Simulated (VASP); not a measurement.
# TiSi2: structure and properties in VASP, part 4 of 5

Wanted: the relaxed cell of TiSi2 and its properties. Left out of this account: 1 further run (relaxation: it shows nothing beyond the runs told). The start is a computed cell from the Materials Project.

VASP 6.6.1; PBE with D3(BJ); plane waves and PAW (Ti_sv, Si).

So far. Step 6 (Density of states (PBE + D3(BJ))): The finer mesh and the other smearing move the Fermi level by -0.01 eV from the 8×8×8 run, a small shift, which tests the Fermi level alone. Of the states within 0.3 eV of the Fermi level, the largest shares in the PAW spheres are Ti d 56 % and Si p 9 %. The rest lies in smaller channels or between the spheres.

### 8. Volume scan with PBE + D3(BJ)

An equation of state needs energies on both sides of the minimum, all on one mesh and cutoff.

INCAR reads:

```
SYSTEM = TiSi2
PREC = Accurate
ENCUT = 400
EDIFF = 1E-06
NELM = 100
ISMEAR = 0
SIGMA = 0.05
LREAL = .FALSE.
ALGO = Normal
GGA = PE
IVDW = 12
NBANDS = 26
LASPH = .TRUE.
LORBIT = 11
LWAVE = .FALSE.
LCHARG = .FALSE.
KPAR = 4
ISIF = 2
```

POSCAR reads:

```
TiSi2
1.0
    3.4276783214      0.0000000000      0.0000000000
    0.0000000000      0.0000000000      3.4644253355
    1.7138391607     -6.4831236625      0.0000000000
Ti Si
2 4
Direct
    0.1021586661      0.7500000000      0.7956826678
    0.8978413339      0.2500000000      0.2043173322
    0.4395943902      0.7500000000      0.1208112196
    0.5604056098      0.2500000000      0.8791887804
    0.7505201556      0.7500000000      0.4989596888
    0.2494798444      0.2500000000      0.5010403112
```

KPOINTS reads:

```
Automatic mesh
0
Gamma
8 8 8
0 0 0
```

Potentials, in the order of the species: Ti_sv and Si (PBE family, release 64).

On the command line:

```
> mpirun -np 4 vasp_std
```

The program printed:

```text
[... set-up lines as in an earlier step ...]
 entering main loop
       N       E                     dE             d eps       ncg     rms          rms(c)
DAV:   1     0.354709431140E+03    0.35471E+03   -0.16677E+04  5484   0.139E+03
DAV:   2     0.142121219379E+01   -0.35329E+03   -0.34659E+03  5488   0.424E+02
DAV:   3    -0.407735584958E+02   -0.42195E+02   -0.41618E+02  9620   0.123E+02
DAV:   4    -0.435294295066E+02   -0.27559E+01   -0.27451E+01  7344   0.294E+01
DAV:   5    -0.436804743689E+02   -0.15104E+00   -0.15100E+00  8592   0.611E+00    0.217E+01
DAV:   6    -0.407834164543E+02    0.28971E+01   -0.34935E+01  7566   0.447E+01    0.764E+00
DAV:   7    -0.403465165022E+02    0.43690E+00   -0.76493E+00  7226   0.208E+01    0.633E+00
DAV:   8    -0.402654886458E+02    0.81028E-01   -0.70872E-01  7316   0.657E+00    0.950E-01
DAV:   9    -0.402684232895E+02   -0.29346E-02   -0.55471E-02  8176   0.165E+00    0.624E-01
DAV:  10    -0.402690367229E+02   -0.61343E-03   -0.78677E-03  7692   0.713E-01    0.173E-01
DAV:  11    -0.402690141775E+02    0.22545E-04   -0.12258E-03  7318   0.278E-01    0.255E-02
DAV:  12    -0.402690100366E+02    0.41409E-05   -0.95926E-05  8108   0.747E-02    0.795E-03
DAV:  13    -0.402690102000E+02   -0.16344E-06   -0.48437E-06  6228   0.196E-02
   1 F= -.43800439E+02 E0= -.43799464E+02  d E =-.195149E-02
```

Run time: 27 s. Hardware: 4 MPI ranks of Intel Xeon Platinum 8259CL at 2.50GHz (Skylake/Cascade Lake), shared host; peak memory 1 GiB.

Parts of OUTCAR (step 8):

```text
   ENCUT  =  400.0 eV  29.40 Ry    5.42 a.u.   5.59  5.65 10.94*2*pi/ulx,y,z

   NELECT =      40.0000    total number of electrons

 E-fermi :  11.8690

 k-point     1 :       0.0000    0.0000    0.0000
  band No.  band energies     occupation
    ...
     15       9.0782      2.00000
     16       9.2642      2.00000
     17       9.4902      2.00000
     18       9.7286      2.00000
     19       9.8522      2.00000
     20      12.3057      0.00000
     21      12.7386      0.00000
     22      12.8066      0.00000
     23      13.0199      0.00000
     24      13.1856      0.00000
    ...

 Edisp (eV)   -3.53143

  Total       5.24977     4.40529     5.86690     0.00000     0.00000     0.00000
  in kB     109.25339    91.67884   122.09660     0.00000     0.00000     0.00000
  external pressure =      107.68 kB  Pullay stress =        0.00 kB

 POSITION                                       TOTAL-FORCE (eV/Angst)
 -----------------------------------------------------------------------------------
      1.71384     -5.15851      2.59832         0.000000     -0.178507     -0.000000
      3.42768     -1.32461      0.86611         0.000000      0.178507     -0.000000
      1.71384     -0.78323      2.59832         0.000000     -0.222598      0.000000
      3.42768     -5.69989      0.86611         0.000000      0.222598     -0.000000
      3.42768     -3.23482      2.59832         0.000000      0.001869     -0.000000
      1.71384     -3.24831      0.86611        -0.000000     -0.001869      0.000000
 -----------------------------------------------------------------------------------
    total drift:                                0.000000     -0.000000      0.000000

  FREE ENERGIE OF THE ION-ELECTRON SYSTEM (eV)
  ---------------------------------------------------
  free  energy   TOTEN  =       -43.8004394820 eV

  energy  without entropy=      -43.7984879879  energy(sigma->0) =      -43.79946373

[... 5 parts as in an earlier step ...]

[... 11 further parts left out ...]
```

The scan keeps the cell's shape and the fractional positions fixed.

Numbers from this step:

```yaml
scf_cycles: 13
free_energy_toten: -43.80 eV
energy_at_zero_smearing: -43.80 eV
fermi_energy: 11.87 eV
pressure: 10.77 GPa
```

Force by atom:

```csv
atom,x (eV/Å),y (eV/Å),z (eV/Å),size
Ti1,0.000,-0.179,0.000,0.179
Ti2,0.000,0.179,0.000,0.179
Si3,0.000,-0.223,0.000,0.223
Si4,0.000,0.223,0.000,0.223
Si5,0.000,0.002,0.000,0.002
Si6,0.000,-0.002,0.000,0.002
```

The pressure here is 10.77 GPa.

### 9. Volume scan with PBE + D3(BJ) (run 2)

INCAR is that of step 8.

Edit POSCAR of step 8 so:

```diff
@@ -2,5 +2,5 @@
 1.0
-    3.4276783214      0.0000000000      0.0000000000
-    0.0000000000      0.0000000000      3.4644253355
-    1.7138391607     -6.4831236625      0.0000000000
+    3.4518176965      0.0000000000      0.0000000000
+    0.0000000000      0.0000000000      3.4888235009
+    1.7259088482     -6.5287809672      0.0000000000
 Ti Si
```

KPOINTS is that of step 8.

On the command line:

```
> mpirun -np 4 vasp_std
```

The program printed:

```text
[... set-up lines as in an earlier step ...]
 entering main loop
       N       E                     dE             d eps       ncg     rms          rms(c)
DAV:   1     0.351521868594E+03    0.35152E+03   -0.16666E+04  5460   0.139E+03
DAV:   2     0.100585007446E+01   -0.35052E+03   -0.34416E+03  5502   0.423E+02
DAV:   3    -0.410093378141E+02   -0.42015E+02   -0.41424E+02  9654   0.123E+02
DAV:   4    -0.437857597030E+02   -0.27764E+01   -0.27660E+01  7286   0.295E+01
DAV:   5    -0.439408959186E+02   -0.15514E+00   -0.15509E+00  8586   0.616E+00    0.210E+01
DAV:   6    -0.410095643130E+02    0.29313E+01   -0.36895E+01  7638   0.450E+01    0.754E+00
DAV:   7    -0.405193579206E+02    0.49021E+00   -0.83128E+00  7294   0.213E+01    0.614E+00
DAV:   8    -0.404358483675E+02    0.83510E-01   -0.76010E-01  7284   0.671E+00    0.940E-01
DAV:   9    -0.404376424570E+02   -0.17941E-02   -0.57098E-02  8206   0.173E+00    0.614E-01
DAV:  10    -0.404382697876E+02   -0.62733E-03   -0.81847E-03  7788   0.717E-01    0.175E-01
DAV:  11    -0.404382331659E+02    0.36622E-04   -0.14254E-03  7320   0.291E-01    0.272E-02
DAV:  12    -0.404382273098E+02    0.58561E-05   -0.11767E-04  7894   0.824E-02    0.795E-03
DAV:  13    -0.404382274290E+02   -0.11917E-06   -0.51542E-06  6360   0.205E-02
   1 F= -.43893687E+02 E0= -.43892718E+02  d E =-.193956E-02
```

Run time: 26 s. Hardware: 4 MPI ranks; peak memory 1 GiB; 100 s of CPU time.

From OUTCAR (step 9):

```text
   ENCUT  =  400.0 eV  29.40 Ry    5.42 a.u.   5.63  5.69 11.01*2*pi/ulx,y,z

   NELECT =      40.0000    total number of electrons

 E-fermi :  11.5894

 k-point     1 :       0.0000    0.0000    0.0000
  band No.  band energies     occupation
    ...
     15       8.8609      2.00000
     16       8.9975      2.00000
     17       9.2634      2.00000
     18       9.4682      2.00000
     19       9.5713      2.00000
     20      12.0189      0.00000
     21      12.4386      0.00000
     22      12.5122      0.00000
     23      12.6683      0.00000
     24      12.9018      0.00000
    ...

 Edisp (eV)   -3.45546

  Total       3.38429     2.81662     3.78441     0.00000    -0.00000     0.00000
  in kB      68.96341    57.39578    77.11687     0.00000    -0.00000     0.00000
  external pressure =       67.83 kB  Pullay stress =        0.00 kB

 POSITION                                       TOTAL-FORCE (eV/Angst)
 -----------------------------------------------------------------------------------
      1.72591     -5.19484      2.61662        -0.000000     -0.112226     -0.000000
      3.45182     -1.33394      0.87221         0.000000      0.112226      0.000000
      1.72591     -0.78875      2.61662        -0.000000     -0.139488      0.000000
      3.45182     -5.74003      0.87221         0.000000      0.139488      0.000000
      3.45182     -3.25760      2.61662        -0.000000     -0.002943      0.000000
      1.72591     -3.27118      0.87221         0.000000      0.002943      0.000000
 -----------------------------------------------------------------------------------
    total drift:                                0.000000     -0.000000      0.000000

  FREE ENERGIE OF THE ION-ELECTRON SYSTEM (eV)
  ---------------------------------------------------
  free  energy   TOTEN  =       -43.8936873478 eV

  energy  without entropy=      -43.8917477899  energy(sigma->0) =      -43.89271757

[... 4 parts as in an earlier step ...]

[... 12 further parts left out ...]
```

Numbers from this step:

```yaml
free_energy_toten: -43.89 eV
energy_at_zero_smearing: -43.89 eV
fermi_energy: 11.59 eV
pressure: 6.783 GPa
```

Force by atom:

```csv
atom,x (eV/Å),y (eV/Å),z (eV/Å),size
Ti1,0.000,-0.112,0.000,0.112
Ti2,0.000,0.112,0.000,0.112
Si3,0.000,-0.139,0.000,0.139
Si4,0.000,0.139,0.000,0.139
Si5,0.000,-0.003,0.000,0.003
Si6,0.000,0.003,0.000,0.003
```

The pressure falls from 10.77 to 6.78 GPa.

The run ends at a pressure of 6.78 GPa, with forces up to 0.14 eV/Å.

### 10. Volume scan with PBE + D3(BJ) (run 3)

INCAR is that of step 9.

Edit POSCAR of step 9 so:

```diff
@@ -2,5 +2,5 @@
 1.0
-    3.4518176965      0.0000000000      0.0000000000
-    0.0000000000      0.0000000000      3.4888235009
-    1.7259088482     -6.5287809672      0.0000000000
+    3.4756240881      0.0000000000      0.0000000000
+    0.0000000000      0.0000000000      3.5128851130
+    1.7378120440     -6.5738084657      0.0000000000
 Ti Si
```

KPOINTS is that of step 9.

On the command line:

```
> mpirun -np 4 vasp_std
```

The program printed:

```text
[... set-up lines as in an earlier step ...]
 entering main loop
       N       E                     dE             d eps       ncg     rms          rms(c)
DAV:   1     0.354207448778E+03    0.35421E+03   -0.16626E+04  5476   0.138E+03
DAV:   2     0.101737415406E+01   -0.35319E+03   -0.34688E+03  5476   0.424E+02
DAV:   3    -0.410999932645E+02   -0.42117E+02   -0.41623E+02  9630   0.123E+02
DAV:   4    -0.439942470697E+02   -0.28943E+01   -0.28822E+01  7340   0.298E+01
[...]
DAV:  11    -0.405656806476E+02    0.81708E-04   -0.18698E-03  7346   0.324E-01    0.294E-02
DAV:  12    -0.405656726626E+02    0.79850E-05   -0.13995E-04  7464   0.900E-02    0.798E-03
DAV:  13    -0.405656728306E+02   -0.16794E-06   -0.50631E-06  6742   0.199E-02
   1 F= -.43948316E+02 E0= -.43947335E+02  d E =-.196185E-02
```

Wall time 27 s (4 MPI ranks); peak memory 1 GiB.

Parts of OUTCAR (step 10):

```text
 Edisp (eV)   -3.38264

  Total       1.64883     1.33402     1.82424     0.00000     0.00000     0.00000
  in kB      32.91340    26.62920    36.41496     0.00000     0.00000     0.00000
  external pressure =       31.99 kB  Pullay stress =        0.00 kB

 POSITION                                       TOTAL-FORCE (eV/Angst)
 -----------------------------------------------------------------------------------
      1.73781     -5.23067      2.63466        -0.000000     -0.049089      0.000000
      3.47562     -1.34314      0.87822         0.000000      0.049089     -0.000000
      1.73781     -0.79419      2.63466        -0.000000     -0.064598     -0.000000
      3.47562     -5.77962      0.87822         0.000000      0.064598      0.000000
      3.47562     -3.28007      2.63466        -0.000000     -0.006801      0.000000
      1.73781     -3.29374      0.87822         0.000000      0.006801      0.000000
 -----------------------------------------------------------------------------------
    total drift:                                0.000000     -0.000000      0.000000

  FREE ENERGIE OF THE ION-ELECTRON SYSTEM (eV)
  ---------------------------------------------------
  free  energy   TOTEN  =       -43.9483160797 eV

  energy  without entropy=      -43.9463542276  energy(sigma->0) =      -43.94733515

[... 1 part as in an earlier step ...]

[... 2 further parts left out ...]
[key lines of the parts left out:]
E-fermi :  11.3180
```

The pressure falls from 6.78 to 3.20 GPa.

The run ends at a pressure of 3.20 GPa, with forces up to 0.065 eV/Å.

### 11. Volume scan with PBE + D3(BJ) (run 4)

INCAR is that of step 10.

Edit POSCAR of step 10 so:

```diff
@@ -2,5 +2,5 @@
 1.0
-    3.4756240881      0.0000000000      0.0000000000
-    0.0000000000      0.0000000000      3.5128851130
-    1.7378120440     -6.5738084657      0.0000000000
+    3.4991087470      0.0000000000      0.0000000000
+    0.0000000000      0.0000000000      3.5366215432
+    1.7495543735     -6.6182274379      0.0000000000
 Ti Si
```

KPOINTS is that of step 10.

On the command line:

```
> mpirun -np 4 vasp_std
```

The program printed:

```text
[... set-up lines as in an earlier step ...]
 entering main loop
       N       E                     dE             d eps       ncg     rms          rms(c)
[... 13 cycles as in an earlier step ...]
   1 F= -.43968033E+02 E0= -.43967061E+02  d E =-.194348E-02
```

Wall time 28 s (4 MPI ranks); peak memory 1 GiB; 1.8 min of CPU time.

Parts of OUTCAR (step 11):

```text
 Edisp (eV)   -3.31280

[... 6 parts as in an earlier step ...]

[... 1 further part left out ...]
[key lines of the parts left out:]
E-fermi :  11.0549
```

The pressure falls from 3.20 to -0.03 GPa.

The run ends at a pressure of -0.03 GPa, with forces up to 0.0099 eV/Å.

### 12. Volume scan with PBE + D3(BJ) (run 5)

INCAR is that of step 11.

Edit POSCAR of step 11 so:

```diff
@@ -2,5 +2,5 @@
 1.0
-    3.4991087470      0.0000000000      0.0000000000
-    0.0000000000      0.0000000000      3.5366215432
-    1.7495543735     -6.6182274379      0.0000000000
+    3.5222823280      0.0000000000      0.0000000000
+    0.0000000000      0.0000000000      3.5600435605
+    1.7611411640     -6.6620580360      0.0000000000
 Ti Si
```

KPOINTS is that of step 11.

On the command line:

```
> mpirun -np 4 vasp_std
```

The program printed:

```text
[... set-up lines as in an earlier step ...]
 entering main loop
       N       E                     dE             d eps       ncg     rms          rms(c)
DAV:   1     0.345569911710E+03    0.34557E+03   -0.16735E+04  5484   0.137E+03
DAV:   2    -0.333493071667E+00   -0.34590E+03   -0.33984E+03  5512   0.416E+02
DAV:   3    -0.415161751194E+02   -0.41183E+02   -0.40718E+02  9568   0.121E+02
DAV:   4    -0.443190223274E+02   -0.28028E+01   -0.27918E+01  7368   0.292E+01
[...]
DAV:  11    -0.407106349929E+02    0.19250E-03   -0.29874E-03  7460   0.390E-01    0.326E-02
DAV:  12    -0.407106222674E+02    0.12725E-04   -0.18050E-04  7386   0.996E-02    0.808E-03
DAV:  13    -0.407106225116E+02   -0.24425E-06   -0.54021E-06  6950   0.180E-02
   1 F= -.43956366E+02 E0= -.43955366E+02  d E =-.199973E-02
```

Elapsed: 28 s, on 4 MPI ranks; peak memory 1.1 GiB; 1.8 min of CPU time.

OUTCAR, selected parts (step 12):

```text
 Edisp (eV)   -3.24574

  Total      -1.49102    -1.34967    -1.73969     0.00000     0.00000     0.00000
  in kB     -28.59603   -25.88516   -33.36534     0.00000     0.00000     0.00000
  external pressure =      -29.28 kB  Pullay stress =        0.00 kB

 POSITION                                       TOTAL-FORCE (eV/Angst)
 -----------------------------------------------------------------------------------
      1.76114     -5.30088      2.67003         0.000000      0.065264      0.000000
      3.52228     -1.36117      0.89001        -0.000000     -0.065264     -0.000000
      1.76114     -0.80485      2.67003        -0.000000      0.063049      0.000000
      3.52228     -5.85721      0.89001         0.000000     -0.063049      0.000000
      3.52228     -3.32410      2.67003        -0.000000     -0.012404      0.000000
      1.76114     -3.33796      0.89001         0.000000      0.012404      0.000000
 -----------------------------------------------------------------------------------
    total drift:                                0.000000     -0.000000      0.000000

  FREE ENERGIE OF THE ION-ELECTRON SYSTEM (eV)
  ---------------------------------------------------
  free  energy   TOTEN  =       -43.9563663015 eV

  energy  without entropy=      -43.9543665758  energy(sigma->0) =      -43.95536644

[... 1 part as in an earlier step ...]

[... 2 further parts left out ...]
[key lines of the parts left out:]
E-fermi :  10.7998
```

The pressure falls from -0.03 to -2.93 GPa.

The run ends at a pressure of -2.93 GPa, with forces up to 0.065 eV/Å.

### 13. Volume scan with PBE + D3(BJ) (run 6)

INCAR is that of step 12.

Edit POSCAR of step 12 so:

```diff
@@ -2,5 +2,5 @@
 1.0
-    3.5222823280      0.0000000000      0.0000000000
-    0.0000000000      0.0000000000      3.5600435605
-    1.7611411640     -6.6620580360      0.0000000000
+    3.5451549320      0.0000000000      0.0000000000
+    0.0000000000      0.0000000000      3.5831613742
+    1.7725774660     -6.7053193653      0.0000000000
 Ti Si
```

KPOINTS is that of step 12.

On the command line:

```
> mpirun -np 4 vasp_std
```

The program printed:

```text
[... set-up lines as in an earlier step ...]
 entering main loop
       N       E                     dE             d eps       ncg     rms          rms(c)
DAV:   1     0.342823365413E+03    0.34282E+03   -0.16652E+04  5460   0.136E+03
DAV:   2    -0.775755029872E-01   -0.34290E+03   -0.33715E+03  5508   0.415E+02
DAV:   3    -0.414670214076E+02   -0.41389E+02   -0.40865E+02  9604   0.120E+02
DAV:   4    -0.444319399059E+02   -0.29649E+01   -0.29521E+01  7422   0.297E+01
[...]
DAV:  11    -0.407352208471E+02    0.22823E-03   -0.33185E-03  7498   0.402E-01    0.317E-02
DAV:  12    -0.407352084380E+02    0.12409E-04   -0.18886E-04  7404   0.100E-01    0.789E-03
DAV:  13    -0.407352085629E+02   -0.12485E-06   -0.56710E-06  6948   0.180E-02
   1 F= -.43916540E+02 E0= -.43915530E+02  d E =-.201905E-02
```

The job ended after 28 s (4 MPI ranks; peak memory 1.1 GiB).

(Continued in part 5 of 5.)

[Lines on the potential files, build, host, timing and source positions are cut from VASP's logs without a mark.]

[Logs are printed without paths, hosts, clocks, repeated set-up lines and the standing remarks that a program may print on its own settings, such as how far it seeks lower states.]

[Hosts, paths, dates, database ids (printed as entryN), source tags and the programs' standing remarks are cut or masked in the printed files.]

[A measured line is paired with the nearest computed mode of its activity, which favours agreement.]
